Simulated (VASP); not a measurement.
OSZICAR of a VASP run on EuAl₂ (space group Fd-3m):

### OSZICAR
```
       N       E                     dE             d eps       ncg     rms          rms(c)
DAV:   1     0.317005340431E+03    0.31701E+03   -0.11946E+04  1392   0.167E+03
DAV:   2     0.356742636388E+02   -0.28133E+03   -0.25050E+03  1860   0.253E+02
DAV:   3    -0.291684899576E+02   -0.64843E+02   -0.63785E+02  1604   0.132E+02
DAV:   4    -0.371962460858E+02   -0.80278E+01   -0.79262E+01  2598   0.412E+01
DAV:   5    -0.375286214292E+02   -0.33238E+00   -0.33108E+00  2134   0.994E+00    0.463E+01
DAV:   6    -0.438997836435E+02   -0.63712E+01   -0.63055E+00  2116   0.273E+01    0.320E+01
DAV:   7    -0.435966962946E+02    0.30309E+00   -0.11415E+01  2118   0.327E+01    0.351E+01
DAV:   8    -0.428036667379E+02    0.79303E+00   -0.62005E+00  1978   0.274E+01    0.148E+01
DAV:   9    -0.423742766801E+02    0.42939E+00   -0.99165E-01  2176   0.136E+01    0.982E+00
DAV:  10    -0.424333351600E+02   -0.59058E-01   -0.51440E-01  2216   0.779E+00    0.118E+01
DAV:  11    -0.423801617735E+02    0.53173E-01   -0.46513E-01  2026   0.814E+00    0.745E+00
DAV:  12    -0.423822958905E+02   -0.21341E-02   -0.77321E-02  2448   0.102E+00    0.680E+00
DAV:  13    -0.423704458612E+02    0.11850E-01   -0.44055E-03  2302   0.521E-01    0.467E+00
DAV:  14    -0.423519849324E+02    0.18461E-01   -0.54472E-03  2332   0.736E-01    0.290E+00
DAV:  15    -0.423317630216E+02    0.20222E-01   -0.25204E-02  2094   0.187E+00    0.421E-01
DAV:  16    -0.423323453746E+02   -0.58235E-03   -0.82239E-03  2558   0.363E-01    0.420E-01
DAV:  17    -0.423326349565E+02   -0.28958E-03   -0.81026E-04  2240   0.281E-01    0.616E-01
DAV:  18    -0.423323484841E+02    0.28647E-03   -0.66014E-04  2072   0.300E-01    0.346E-01
DAV:  19    -0.423323602494E+02   -0.11765E-04   -0.14252E-04  2288   0.494E-02    0.975E-02
DAV:  20    -0.423323432432E+02    0.17006E-04   -0.61495E-05  2172   0.891E-02    0.745E-02
DAV:  21    -0.423323426644E+02    0.57889E-06   -0.74854E-06  1774   0.303E-02
   1 F= -.42332343E+02 E0= -.42263820E+02  d E =-.137044E+00  mag=    13.9692
```

Problem. Which electronic solver shows in the log?

Solution. It is blocked Davidson (ALGO = Normal, or the opening steps of other solvers). The INCAR had ALGO = Normal.

Problem. How was spin treated?

Solution. Collinear spin (ISPIN = 2): the summary line carries one mag value, 13.97 μB in the cell.

Problem. Can the final energy be trusted as converged?

Solution. The run converged. It stopped with EDIFF = 1E-6, NELM = 100 (PBEsol GGA, plane waves, VASP's PBE PAW potentials (set 64)).

The structure comes from a measured EuAl2 entry of the Crystallography Open Database, whose conditions weren't checked. The cell was not relaxed at this level.
